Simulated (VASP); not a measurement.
Input:

```xyz
8
Lattice="2.7827 0.0000 0.0000 -1.3914 2.4099 0.0000 0.0000 0.0000 12.4123" Properties=species:S:1:pos:R:3 pbc="T T T"
Al     1.3914     0.8033     3.1031
Al     0.0000     1.6066     9.3093
Cr     0.0000     1.6066     5.1504
Cr     1.3914     0.8033     7.2620
Cr     1.3914     0.8033    11.3566
Cr     0.0000     1.6066     1.0558
C      0.0000     0.0000     6.2062
C      0.0000     0.0000     0.0000
```

Computed with PBE GGA, VASP's PBE PAW potentials (set 64) (plane waves; VASP). Numerical set-up: 400 eV cut-off, 9×9×2 Γ-centred mesh, Fermi-Dirac smearing of 0.14 eV, potentials Al Cr_pv C.

Task: Give the energies of bands 23 to 36 at the high-symmetry points, in eV from the Fermi level.

Result: 
```tsv
band	Γ	M	K	A	L	H
23	-3.27	-3.90	-3.28	-2.91	-3.69	-3.11
24	-2.55	-3.36	-2.60	-2.91	-3.69	-3.11
25	-1.53	-3.35	-2.37	-1.38	-3.28	-2.53
26	-1.26	-3.28	-2.37	-1.38	-3.28	-2.53
27	-1.14	-2.11	-2.31	-1.13	-2.08	-2.16
28	-1.14	-2.06	-2.31	-1.13	-2.08	-2.16
29	-1.12	0.16	-2.04	-1.13	0.33	-1.40
30	-1.12	0.32	-0.89	-1.13	0.33	-1.40
31	-0.23	0.44	0.41	-0.21	0.38	0.35
32	-0.23	0.47	0.41	-0.21	0.38	0.35
33	-0.20	0.91	0.81	-0.21	0.92	0.90
34	-0.20	0.92	0.81	-0.21	0.92	0.90
35	0.64	1.32	1.05	0.67	1.33	1.47
36	0.65	1.34	1.61	0.67	1.33	1.48
```

It has no gap at this level: it comes out as a metal or semimetal.

The structure comes from a computed database's AlCr2C entry; how it stands against other phases isn't given here. The cell was not relaxed at this level. The run is not spin-polarised, so no magnetic state was tried.
